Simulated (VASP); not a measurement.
# GeRu2C with LDA: from relaxation to properties, part 4 of 6

Wanted: the relaxed cell of GeRu2C and its properties. The cell is invented: it takes the structure of COD entry 1539492, ZrC (space group 225 there), with some of its atoms replaced by other elements, volume scaled by an estimate. It may not be a known or stable phase.

VASP 6.6.1, plane waves and PAW; the level of theory is named at each step.

So far. Step 5 (Band structure (LDA)): There is no gap at this level. Step 6 (Density of states (LDA)): The finer mesh and the other smearing move the Fermi level by -0.00 eV from the 8×8×8 run, a small shift, which tests the Fermi level alone. Of the states within 0.3 eV of the Fermi level, the largest shares in the PAW spheres are Ru d 76 %. The rest lies in smaller channels or between the spheres.

### 7. Core-level energies (LDA)

Level of this step: LDA; plane waves and PAW (Ru_pv, Ge_d, C); invented cell (VASP).

Core levels shift with the potential at each site, so they tell like atoms on unlike sites apart.

INCAR

```
SYSTEM = GeRu2C
PREC = Accurate
ENCUT = 520
EDIFF = 1E-06
NELM = 100
ISMEAR = 0
SIGMA = 0.05
LREAL = .FALSE.
ALGO = Normal
GGA = CA
NBANDS = 29
LORBIT = 11
LWAVE = .FALSE.
LCHARG = .FALSE.
KPAR = 2
ICORELEVEL = 1
```

POSCAR

```
GeRu2C
1.0
    1.4601751065      0.8430326957      6.3939829417
   -1.4601751065      0.8430326957      6.3939829417
    0.0000000000     -1.6860653913      6.3939829417
Ru Ge C
2 1 1
Direct
    0.7701896776      0.7701896776      0.7701896776
    0.2298103224      0.2298103224      0.2298103224
    0.0000000000      0.0000000000      0.0000000000
    0.5000000000      0.5000000000      0.5000000000
```

KPOINTS

```
Automatic mesh
0
Gamma
8 8 8
0 0 0
```

The projector-augmented-wave data sets are Ru_pv, Ge_d and C (LDA family, release 64).

Launch:

```console
$ mpirun -np 2 vasp_std
```

What it wrote:

```text
[... set-up lines as in an earlier step ...]
 entering main loop
       N       E                     dE             d eps       ncg     rms          rms(c)
DAV:   1     0.481356682155E+03    0.48136E+03   -0.25518E+04  4832   0.343E+03
DAV:   2     0.732325303424E+01   -0.47403E+03   -0.45744E+03  3838   0.775E+02
DAV:   3    -0.369875456723E+02   -0.44311E+02   -0.42378E+02  4148   0.157E+02
DAV:   4    -0.387818591185E+02   -0.17943E+01   -0.17800E+01  4351   0.332E+01
DAV:   5    -0.388380564987E+02   -0.56197E-01   -0.56168E-01  4703   0.584E+00    0.309E+01
DAV:   6    -0.366463141610E+02    0.21917E+01   -0.16800E+01  4507   0.287E+01    0.816E+00
DAV:   7    -0.361194000219E+02    0.52691E+00   -0.44503E+00  4188   0.173E+01    0.895E+00
DAV:   8    -0.360225023193E+02    0.96898E-01   -0.58815E-01  4194   0.529E+00    0.203E+00
DAV:   9    -0.360021175719E+02    0.20385E-01   -0.43458E-02  4329   0.180E+00    0.245E-01
DAV:  10    -0.360022350553E+02   -0.11748E-03   -0.10035E-02  4280   0.647E-01    0.176E-01
DAV:  11    -0.360022270530E+02    0.80023E-05   -0.80393E-04  4984   0.344E-01    0.839E-02
DAV:  12    -0.360021926112E+02    0.34442E-04   -0.12017E-04  4863   0.123E-01    0.171E-02
DAV:  13    -0.360021925966E+02    0.14623E-07   -0.17601E-05  4503   0.383E-02    0.648E-03
DAV:  14    -0.360021923585E+02    0.23806E-06   -0.14278E-06  2816   0.820E-03
   1 F= -.36002192E+02 E0= -.36000063E+02  d E =-.425892E-02
```

Run time: 2.3 min. Hardware: 2 MPI ranks of Intel Xeon Platinum 8259CL at 2.50GHz (Skylake/Cascade Lake), shared host; peak memory 0.67 GiB; 4.5 min of CPU time.

From OUTCAR (step 7):

```text
   NELECT =      46.0000    total number of electrons

 the core state eigenenergies are
   1-  1s -21798.1891  2s  -3125.3751  2p  -2802.3235  3s   -537.5301  3p   -430.9322
       3d   -258.2645  4s    -60.9015
   2-  1s -21798.1891  2s  -3125.3751  2p  -2802.3235  3s   -537.5301  3p   -430.9322
       3d   -258.2645  4s    -60.9015
   3-  1s -10888.5160  2s  -1349.5080  2p  -1179.6189  3s   -150.8796  3p    -98.8041

   4-  1s   -252.4648

 E-fermi :  11.6867

 k-point     1 :       0.0000    0.0000    0.0000
  band No.  band energies     occupation
    ...
     20       8.9441      2.00000
     21       9.9464      2.00000
     22       9.9464      2.00000
     23      10.8067      2.00000
     24      10.8067      2.00000
     25      13.0914      0.00000
     26      15.5130      0.00000
     27      15.5130      0.00000
     28      17.0108      0.00000
     29      20.6259      0.00000

  Total        0.0087066      0.0087066     -0.0351443      0.0000000     -0.0000000      0.0000000
  in kB        0.2953831      0.2953832     -1.1923215      0.0000000     -0.0000000      0.0000000
  external PRESSURE =      -0.2005184 kB  Pullay stress =       0.0000000 kB

 POSITION                                       TOTAL-FORCE (eV/Angst)
 -----------------------------------------------------------------------------------
      0.00000      0.00000     14.77374        -0.000000      0.000000      0.004888
      0.00000      0.00000      4.40821        -0.000000     -0.000000     -0.004888
      0.00000      0.00000      0.00000         0.000000     -0.000000      0.000000
      0.00000      0.00000      9.59097        -0.000000     -0.000000     -0.000000
 -----------------------------------------------------------------------------------
    total drift:                                0.000000      0.000000     -0.000000

  FREE ENERGIE OF THE ION-ELECTRON SYSTEM (eV)
  ---------------------------------------------------
  free  energy   TOTEN  =       -36.0021923585 eV

  energy  without entropy=      -35.9979334422  energy(sigma->0) =      -36.00006290

[... 9 parts as in an earlier step ...]

[... 7 further parts left out ...]
```

These are scalar-relativistic Kohn-Sham levels of the ground state, with no core hole, so they are not binding energies.

Numbers from this step:

```
SCF cycles           : 14
bands                : 29
irreducible k-points : 65
free energy (TOTEN)  : -36.00 eV
Fermi energy         : 11.69 eV
pressure             : -0.02005 GPa
```

Kohn-Sham core levels. Core levels, by row:

| atom | shell | level below the Fermi level (eV) |
| --- | --- | --- |
| Ru1 | 1s | 21810 |
| Ru1 | 2s | 3137 |
| Ru1 | 2p | 2814 |
| Ru1 | 3s | 549.2 |
| Ru1 | 3p | 442.6 |
| Ru1 | 3d | 270 |
| Ru1 | 4s | 72.59 |
| Ru2 | 1s | 21810 |
| Ru2 | 2s | 3137 |
| Ru2 | 2p | 2814 |
| Ru2 | 3s | 549.2 |
| Ru2 | 3p | 442.6 |
| Ru2 | 3d | 270 |
| Ru2 | 4s | 72.59 |
| Ge3 | 1s | 10900 |
| Ge3 | 2s | 1361 |
| Ge3 | 2p | 1191 |
| Ge3 | 3s | 162.6 |
| Ge3 | 3p | 110.5 |
| C4 | 1s | 264.2 |

Atoms of one element give levels within 0.1 eV of each other.

### 8. Band structure (TB-mBJ)

This step: TB-mBJ; plane waves and PAW (Ru_pv, Ge_d, C); invented cell (VASP 6.6.1).

The mesh alone shows little of the dispersion and can miss band extrema, so KPOINTS_OPT adds a path through the symmetry points after the self-consistent cycle. TB-mBJ is a local potential fitted to gaps: it costs far less than a hybrid but gives no energy.

INCAR

```
SYSTEM = GeRu2C
PREC = Accurate
ENCUT = 520
EDIFF = 1E-06
NELM = 150
ISMEAR = 0
SIGMA = 0.05
LREAL = .FALSE.
ALGO = Normal
METAGGA = MBJ
LASPH = .TRUE.
NBANDS = 37
LORBIT = 11
LWAVE = .FALSE.
LCHARG = .FALSE.
KPAR = 2
```

POSCAR is that of step 7.

KPOINTS is that of step 7.

KPOINTS_OPT

```
Line mode
16
Line-mode
Reciprocal
  0.00000000   0.00000000   0.00000000 GAMMA
  0.50000000   0.00000000   0.00000000 L

  0.50000000   0.00000000   0.00000000 L
  0.50000000   0.17825590  -0.17825590 B1

  0.82174410   0.50000000   0.17825590 B
  0.50000000   0.50000000   0.50000000 Z

  0.50000000   0.50000000   0.50000000 Z
  0.00000000   0.00000000   0.00000000 GAMMA

  0.00000000   0.00000000   0.00000000 GAMMA
  0.33912795   0.00000000  -0.33912795 X

  0.66087205   0.33912795   0.00000000 Q
  0.50000000   0.50000000   0.00000000 F

  0.50000000   0.50000000   0.00000000 F
  0.66087205   0.66087205   0.17825590 P1

  0.66087205   0.66087205   0.17825590 P1
  0.50000000   0.50000000   0.50000000 Z

  0.50000000   0.00000000   0.00000000 L
  0.82174410   0.33912795   0.33912795 P
```

Launch:

```console
$ mpirun -np 2 vasp_std
```

What it wrote:

```text
[banner, memory and clock lines left out]
running    2 mpi-ranks, on    1 nodes
 distrk:  each k-point on    1 cores,    2 groups
 distr:  one band on    1 cores,    1 groups

 POSCAR found type information on POSCAR RuGeC
 POSCAR found :  3 types and       4 ions
|                                                                             |
|               ----> ADVICE to this user running VASP <----                  |
|                                                                             |
|     You enforced a specific xc type in the INCAR file but a different       |
|     [... a line on the potential file left out ...]
|     I HOPE YOU KNOW WHAT YOU ARE DOING!                                     |
|                                                                             |

 LDA part: xc-table for (None), standard interpolation
 POSCAR, INCAR and KPOINTS ok, starting setup
 FFT: planning ... GRIDC
 FFT: planning ... GRID_SOFT
 FFT: planning ... GRID
 WAVECAR not read
 entering main loop
       N       E                     dE             d eps       ncg     rms          rms(c)
DAV:   1     0.335279450334E+03    0.33528E+03   -0.23752E+04  6593   0.260E+03
DAV:   2    -0.116427366402E+03   -0.45171E+03   -0.42385E+03  4919   0.631E+02
DAV:   3    -0.157638980833E+03   -0.41212E+02   -0.39852E+02  5660   0.128E+02
DAV:   4    -0.158817897252E+03   -0.11789E+01   -0.11668E+01  6035   0.222E+01
DAV:   5    -0.158838919954E+03   -0.21023E-01   -0.21003E-01  5190   0.332E+00    0.357E+01
DAV:   6    -0.156348071894E+03    0.24908E+01   -0.41386E+01  5899   0.496E+01    0.142E+01
DAV:   7    -0.156147326142E+03    0.20075E+00   -0.20926E+01  5368   0.325E+01    0.139E+01
DAV:   8    -0.155378081094E+03    0.76925E+00   -0.11446E+01  5240   0.226E+01    0.682E+00
DAV:   9    -0.155263800124E+03    0.11428E+00   -0.61864E+00  5190   0.152E+01    0.590E+00
DAV:  10    -0.154832981044E+03    0.43082E+00   -0.23422E+00  5206   0.100E+01    0.289E+00
DAV:  11    -0.154922543422E+03   -0.89562E-01   -0.96424E-01  5073   0.634E+00    0.185E+00
DAV:  12    -0.154880990484E+03    0.41553E-01   -0.35592E-01  5162   0.405E+00    0.142E+00
DAV:  13    -0.154834526520E+03    0.46464E-01   -0.13180E-01  5153   0.259E+00    0.483E-01
DAV:  14    -0.154827799444E+03    0.67271E-02   -0.45271E-02  5172   0.150E+00    0.607E-01
DAV:  15    -0.154819539056E+03    0.82604E-02   -0.18408E-02  5239   0.981E-01    0.169E-01
DAV:  16    -0.154819225843E+03    0.31321E-03   -0.61488E-03  5189   0.563E-01    0.247E-01
DAV:  17    -0.154819097621E+03    0.12822E-03   -0.23637E-03  5159   0.351E-01    0.843E-02
DAV:  18    -0.154818661739E+03    0.43588E-03   -0.82401E-04  5236   0.206E-01    0.144E-01
DAV:  19    -0.154818741616E+03   -0.79877E-04   -0.29770E-04  5199   0.123E-01    0.862E-02
DAV:  20    -0.154819214995E+03   -0.47338E-03   -0.10402E-04  5233   0.687E-02    0.120E-01
DAV:  21    -0.154819171761E+03    0.43233E-04   -0.36799E-05  4878   0.403E-02    0.983E-02
DAV:  22    -0.154819162299E+03    0.94617E-05   -0.13805E-05  4754   0.250E-02    0.111E-01
DAV:  23    -0.154819696770E+03   -0.53447E-03   -0.10465E-05  4896   0.262E-02    0.101E-01
DAV:  24    -0.154819691653E+03    0.51173E-05   -0.35842E-06  4709   0.122E-02    0.104E-01
DAV:  25    -0.154819713606E+03   -0.21953E-04   -0.71764E-07  3051   0.577E-03    0.104E-01
DAV:  26    -0.154819705163E+03    0.84429E-05   -0.43955E-06  4684   0.180E-02    0.982E-02
DAV:  27    -0.154819488603E+03    0.21656E-03   -0.21069E-04  5616   0.119E-01    0.167E-01
DAV:  28    -0.154819021554E+03    0.46705E-03   -0.92239E-05  5170   0.524E-02    0.181E-01
DAV:  29    -0.154817287398E+03    0.17342E-02   -0.11237E-03  5563   0.279E-01    0.384E-01
DAV:  30    -0.154814926786E+03    0.23606E-02   -0.22233E-03  5712   0.329E-01    0.637E-01
[...]
DAV:  40    -0.154812589410E+03   -0.37933E-02   -0.19715E-03  5505   0.262E-01    0.413E-01
DAV:  41    -0.154814155110E+03   -0.15657E-02   -0.87281E-05  5088   0.611E-02    0.397E-01
DAV:  42    -0.154813506128E+03    0.64898E-03   -0.15467E-04  5723   0.103E-01    0.319E-01
DAV:  43    -0.154814483751E+03   -0.97762E-03   -0.28197E-04  5646   0.117E-01    0.232E-01
DAV:  44    -0.154815396641E+03   -0.91289E-03   -0.22947E-04  5790   0.107E-01    0.150E-01
DAV:  45    -0.154816224515E+03   -0.82787E-03   -0.83949E-05  5679   0.614E-02    0.107E-01
DAV:  46    -0.154816928610E+03   -0.70410E-03   -0.14054E-04  5568   0.961E-02    0.325E-02
DAV:  47    -0.154817301083E+03   -0.37247E-03   -0.11439E-04  5604   0.627E-02    0.151E-02
DAV:  48    -0.154817599790E+03   -0.29871E-03   -0.75276E-06  5477   0.186E-02    0.241E-02
DAV:  49    -0.154817848352E+03   -0.24856E-03   -0.23167E-05  5599   0.387E-02    0.541E-02
DAV:  50    -0.154817595495E+03    0.25286E-03   -0.18100E-05  4763   0.337E-02    0.303E-02
DAV:  51    -0.154817595671E+03   -0.17636E-06   -0.68273E-06  4674   0.193E-02
   1 F= -.15481760E+03 E0= -.15481492E+03  d E =-.535552E-02
 Start KPOINTS_OPT (optional k-point list driver)
k-point batch [1-65\144]
       N       E                     dE             ncg
DAV:   1     0.112373394005E+05   -0.57964E+05     6587
DAV:   2    -0.190730393763E+05   -0.30310E+05     4882
DAV:   3    -0.217636208429E+05   -0.26906E+04     6151
DAV:   4    -0.218452038869E+05   -0.81583E+02     5486
DAV:   5    -0.218465041642E+05   -0.13003E+01     5360
DAV:   6    -0.218465398618E+05   -0.35698E-01     5587
DAV:   7    -0.218465413545E+05   -0.14926E-02     5790
DAV:   8    -0.218465414082E+05   -0.53676E-04     5301
DAV:   9    -0.218465414105E+05   -0.23473E-05     3817
DAV:  10    -0.218465414110E+05   -0.45968E-06     3250
[...]
k-point batch [131-144\144]
       N       E                     dE             ncg
DAV:   1     0.882449412493E+05   -0.24615E+05     1407
DAV:   2     0.818865335986E+05   -0.63584E+04     1051
DAV:   3     0.813239501551E+05   -0.56258E+03     1253
DAV:   4     0.813063631540E+05   -0.17587E+02     1179
DAV:   5     0.813060564625E+05   -0.30669E+00     1130
DAV:   6     0.813060483015E+05   -0.81610E-02     1205
DAV:   7     0.813060479774E+05   -0.32409E-03     1229
DAV:   8     0.813060479652E+05   -0.12221E-04     1130
DAV:   9     0.813060479647E+05   -0.51197E-06      828
```

The job ended after 19 min (2 MPI ranks; peak memory 1 GiB; 37 min of CPU time).

From OUTCAR (step 8):

```text
   NELECT =      46.0000    total number of electrons

 E-fermi :  12.0894

 k-point     1 :       0.0000    0.0000    0.0000
  band No.  band energies     occupation
    ...
     20       9.4261      2.00000
     21      10.4409      2.00000
     22      10.4409      2.00000
     23      11.1295      2.00000
     24      11.1295      2.00000
     25      13.5942      0.00000
     26      15.2353      0.00000
     27      15.2772      0.00000
     28      16.1389      0.00000
     29      16.1389      0.00000
    ...

  Total     -197.7106601   -197.7107562   -201.0354691      0.0000000     -0.0000000      0.0000000
  in kB    -6707.6220885  -6707.6253485  -6820.4210768      0.0000000     -0.0000000      0.0000000
  external PRESSURE =   -6745.2228379 kB  Pullay stress =       0.0000000 kB

 POSITION                                       TOTAL-FORCE (eV/Angst)
 -----------------------------------------------------------------------------------
      0.00000      0.00000     14.77374         0.000000     -0.000000     -0.674961
      0.00000      0.00000      4.40821         0.000000      0.000000      0.674961
      0.00000      0.00000      0.00000         0.000000      0.000000      0.000000
      0.00000      0.00000      9.59097         0.000000      0.000000     -0.000000
 -----------------------------------------------------------------------------------
    total drift:                                0.000000      0.000000     -0.000000

  FREE ENERGIE OF THE ION-ELECTRON SYSTEM (eV)
  ---------------------------------------------------
  free  energy   TOTEN  =      -154.8175956714 eV

  energy  without entropy=     -154.8122401558  energy(sigma->0) =     -154.81491791

[... 8 parts as in an earlier step ...]

[... 9 further parts left out ...]
```

This functional is a potential without an energy, so its energies, forces and stress mean nothing and are not read. The PAW data sets were made with LDA, a small mismatch for this functional.

This step gave:

| Property | Result |
| --- | --- |
| SCF cycles | 51 |
| bands | 37 |
| Fermi energy | 12.09 eV |

The electronic bands at the labelled points (eV, zero at the Fermi level; # counts the bands kept in this run, so #1 is VASP's band 13):

| point | #8 | #9 | #10 | #11 | #12 | #13 | #14 | #15 |
| --- | --- | --- | --- | --- | --- | --- | --- | --- |
| Γ | -2.66 | -1.65 | -1.65 | -0.96 | -0.96 | 1.51 | 3.14 | 3.19 |
| 0.53 of the way | -1.92 | -1.82 | -1.10 | -0.79 | -0.67 | 2.30 | 2.79 | 3.16 |
| L | -1.65 | -0.86 | 0.04 | 0.33 | 0.38 | 1.25 | 2.12 | 3.14 |
| 0.47 of the way | -2.68 | -1.06 | -0.01 | 0.10 | 1.07 | 1.18 | 2.75 | 2.85 |
| B1 | -1.95 | -1.67 | -1.26 | 0.42 | 0.53 | 0.94 | 2.73 | 2.80 |
| jump to B | -1.95 | -1.67 | -1.26 | 0.42 | 0.53 | 0.94 | 2.73 | 2.80 |
| 0.47 of the way | -2.04 | -1.71 | -1.30 | -0.92 | 1.43 | 1.83 | 2.61 | 2.68 |
| Z | -2.69 | -1.75 | -1.75 | -1.01 | -1.01 | 1.34 | 3.17 | 3.18 |
| 0.47 of the way | -2.67 | -1.71 | -1.71 | -0.99 | -0.99 | 1.41 | 3.16 | 3.18 |
| Γ | -2.66 | -1.65 | -1.65 | -0.96 | -0.96 | 1.51 | 3.14 | 3.19 |
| 0.47 of the way | -3.10 | -1.61 | -1.01 | -0.78 | -0.23 | 2.74 | 2.94 | 3.22 |
| X | -2.00 | -1.60 | -1.24 | 0.45 | 0.54 | 0.92 | 2.49 | 2.95 |
| jump to Q | -2.00 | -1.60 | -1.24 | 0.45 | 0.54 | 0.92 | 2.49 | 2.95 |
| 0.47 of the way | -1.91 | -1.58 | -0.78 | 0.18 | 0.97 | 1.20 | 2.32 | 2.57 |
| F | -1.31 | -1.04 | -0.24 | -0.04 | 0.39 | 1.73 | 2.04 | 2.11 |
| 0.53 of the way | -1.22 | -1.09 | -0.25 | -0.04 | 0.38 | 1.70 | 2.08 | 2.21 |
| P1 | -1.20 | -1.05 | -0.25 | -0.03 | 0.37 | 1.64 | 2.17 | 2.42 |
| 0.53 of the way | -2.23 | -1.90 | -1.57 | -0.76 | -0.07 | 2.07 | 2.86 | 3.19 |
| Z | -2.69 | -1.75 | -1.75 | -1.01 | -1.01 | 1.34 | 3.17 | 3.18 |
| jump to L | -1.65 | -0.86 | 0.04 | 0.33 | 0.38 | 1.25 | 2.12 | 3.14 |
| 0.53 of the way | -1.49 | -0.84 | -0.04 | 0.02 | 0.38 | 1.49 | 2.14 | 3.10 |
| P | -1.20 | -1.05 | -0.25 | -0.03 | 0.37 | 1.64 | 2.17 | 2.42 |

Of the projections kept (Ru, Ge, C), the largest for each band there, as a share of the weight inside these atoms' spheres; weight between the spheres isn't counted:

| point | #8 | #9 | #10 | #11 | #12 | #13 | #14 | #15 |
| --- | --- | --- | --- | --- | --- | --- | --- | --- |
| Γ | Ru 1.00 | Ru 0.99 | Ru 0.99 | Ru 0.98 | Ru 0.98 | Ru 0.55 | Ru 1.00 | Ru 1.00 |
| L | Ru 0.91 | Ru 0.86 | Ru 0.98 | Ru 0.72 | Ru 1.00 | Ru 0.92 | Ru 0.80 | Ru 1.00 |
| B1 | Ru 0.87 | Ru 0.90 | Ru 0.84 | Ru 0.82 | Ru 0.80 | Ru 0.86 | Ru 0.90 | Ru 0.89 |
| B | Ru 0.87 | Ru 0.90 | Ru 0.84 | Ru 0.82 | Ru 0.80 | Ru 0.86 | Ru 0.90 | Ru 0.89 |
| Z | Ru 0.99 | Ru 0.98 | Ru 0.98 | Ru 0.97 | Ru 0.97 | Ru 0.69 | Ru 1.00 | Ru 1.00 |
| Γ | Ru 1.00 | Ru 0.99 | Ru 0.99 | Ru 0.98 | Ru 0.98 | Ru 0.55 | Ru 1.00 | Ru 1.00 |

There is no gap at this level.

(Part 4 of 6 ends here.)

[Lines on the potential files, build, host, timing and source positions are cut from VASP's logs without a mark.]

[Logs are printed without paths, hosts, clocks, repeated set-up lines and the standing remarks that a program may print on its own settings, such as how far it seeks lower states.]

[Hosts, paths, dates, database ids (printed as entryN), source tags and the programs' standing remarks are cut or masked in the printed files.]

[A measured line is paired with the nearest computed mode of its activity, which favours agreement.]

[In band tables of VASP the shares of atoms and orbitals are scaled to a sum of 1 inside the atoms' spheres.]
